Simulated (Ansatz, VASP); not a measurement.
# Two plane-wave programs on Rb3Na

```
Rb Na
1.0
     6.76060    0.00000    0.00000
     0.00000    6.76060    0.00000
     0.00000    0.00000    6.76060
Rb Na
3 1
Direct
  0.00000 0.50000 0.50000
  0.50000 0.00000 0.50000
  0.50000 0.50000 0.00000
  0.00000 0.00000 0.00000
```

The cell comes from a database or a generator and needn't be the stable form of this composition.

Alike in both runs: task single point; functional LDA; k mesh 3 × 3 × 3; occupations fermi-dirac, width 0.05 eV; no spin polarisation.

|  | VASP | Ansatz |
| --- | --- | --- |
| version | VASP 6.6.1 | Ansatz 0.2.0 |
| potentials or method | VASP PAW LDA potentials, release 64 (Rb_sv, Na_pv) | plane waves, PAW |
| plane-wave cutoff (eV) | 520 | 500 |
| valence electrons in the cell | 34 | 36 |

```csv
,VASP,Ansatz,Ansatz less VASP
pressure (GPa),-0.5,-0.5,0.00
```

The two sets of potentials don't hold the same shells in valence.
